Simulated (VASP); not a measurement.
# Al: work function with PBE

Al, a slab with vacuum:

```
Al
1.0
     2.86234    0.00000    0.00000
    -1.43117    2.47886    0.00000
     0.00000    0.00000   24.34836
Al
5
Cartesian
  1.4312 0.8263 7.5000
  0.0000 1.6526 9.8371
  0.0000 0.0000 12.1742
  1.4312 0.8263 14.5113
  0.0000 1.6526 16.8484
```

The cell isn't the ideal one: the (1 1 1) slab of Al, cut from the database cell, not relaxed.

```json
{"Program": "VASP 6.6.1", "Task": "work function", "Functional": "PBE", "Potentials or basis": "VASP PAW PBE potentials, release 64 (Al)", "Cutoff": "520 eV", "k mesh": "11 × 11 × 1", "Occupations": "gaussian, width 0.05 eV", "Spin": "no spin polarisation", "Dipole correction": "yes", "Further INCAR settings": "ALGO = Fast; EDIFF = 1e-06"}
```

```
Largest force                   : 0.129 eV/Å
Band gap on the k mesh          : none (metal or under the smearing width)
Work function of the upper face : 3.98 eV
Work function of the lower face : 3.98 eV
```

Forces in eV/Å, atoms in the order of the input:
```
Al   0.000  0.000 -0.048
Al   0.000  0.000  0.129
Al   0.000  0.000  0.000
Al   0.000  0.000 -0.129
Al   0.000  0.000  0.048
```

Levels at points of the mesh, in eV from the Fermi level:
```csv
k point,band 4,band 5,band 6,band 7,band 8,band 9,band 10,band 11
"(0.00, 0.00, 0.00)",-7.54,-5.65,-3.61,-1.19,1.17,2.95,3.95,4.19
```

Wall time 110 s on 1 thread of Intel(R) Xeon(R) Platinum 8375C CPU @ 2.90GHz (Ice Lake) (shared host), peak memory 0.3 GiB.
